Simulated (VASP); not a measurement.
VASP runs on Ru2N share one base input (PBE GGA, plane waves, VASP's PBE PAW potentials (set 64)) and change the settings named in each case.

### INCAR
```
GGA  =  PE
LASPH  =  .TRUE.   ! aspherical one-centre terms
ISIF  =  2   ! forces and stress, cell fixed
ALGO  =  Normal
ISMEAR  =  0
SIGMA  =  0.136
LWAVE  =  .FALSE.
EDIFF  =  1E-6   ! SCF stop (eV)
LMAXMIX  =  4   ! l cut-off of mixed one-centre charges
ENCUT  =  400
NELM  =  100   ! most electronic steps
SYSTEM  =  Ru2N
PREC  =  Accurate
LCHARG  =  .FALSE.
LREAL  =  .FALSE.   ! projection in real space or not
```

KPOINTS:
```
K-points
0
G
14 14 1
0 0 0
```

File POSCAR:
```
Ru2N
1
    2.7477640000     0.0000000000     0.0000000000
   -1.3738820000     2.3796330000     0.0000000000
    0.0000000000     0.0000000000    16.2340770000
N Ru
1 2
Direct
  0.0000000000   0.0000000000   0.5000000000
  0.3333330000   0.6666670000   0.5688080000
  0.6666670000   0.3333330000   0.4311920000
```

POTCAR, in this order: N Ru_pv (PBE.64 set). Program: vasp_std.

```json
[
 {"change": "base run", "E(σ→0) (eV/atom)": "-7.1693", "largest force (eV/Å)": "5.682", "−TS (eV)": "-0.0502"},
 {"change": "GGA = PS", "E(σ→0) (eV/atom)": "-7.9765", "largest force (eV/Å)": "(withheld)", "−TS (eV)": "(withheld)"},
 {"change": "GGA_COMPAT = .FALSE., LNONCOLLINEAR = .TRUE., LSORBIT = .TRUE., MAGMOM = 0.0 0.0 0.0 0.0 0.0 0.0 0.0 0.0 0.0, program vasp_ncl", "E(σ→0) (eV/atom)": "-7.2625", "largest force (eV/Å)": "(withheld)", "−TS (eV)": "-0.0502"},
 {"change": "KPOINTS 1×1×1 Γ-centred mesh", "E(σ→0) (eV/atom)": "-7.2331", "largest force (eV/Å)": "6.635", "−TS (eV)": "-0.2175"},
 {"change": "LDAU = .TRUE., LDAUJ = 0 0, LDAUL = -1 2, LDAUTYPE = 2, LDAUU = 0 6.0", "E(σ→0) (eV/atom)": "-2.6591", "largest force (eV/Å)": "5.214", "−TS (eV)": "-0.0434"}
]
```

### Question
Some entries are withheld; supply them.

### Answer

- GGA_COMPAT = .FALSE., LNONCOLLINEAR = .TRUE., LSORBIT = .TRUE., MAGMOM = 0.0 0.0 0.0 0.0 0.0 0.0 0.0 0.0 0.0, program vasp_ncl, largest force (eV/Å): 5.686
- GGA = PS, largest force (eV/Å): 4.989
- GGA = PS, −TS (eV): -0.0499

Energies of different potentials or functionals have different zeros.  The cell holds a wide vacuum, so values per volume refer to the whole cell.

Left out are runs that ran out of time, are held back, or changed the cell or the kind of run, fixed moments of cells without a moment, rows past the twelfth, gaps on odd meshes, pressures of charged cells and columns that move by less than the noise.

The cell is a sheet or thin cut with vacuum, built from a generated structure.
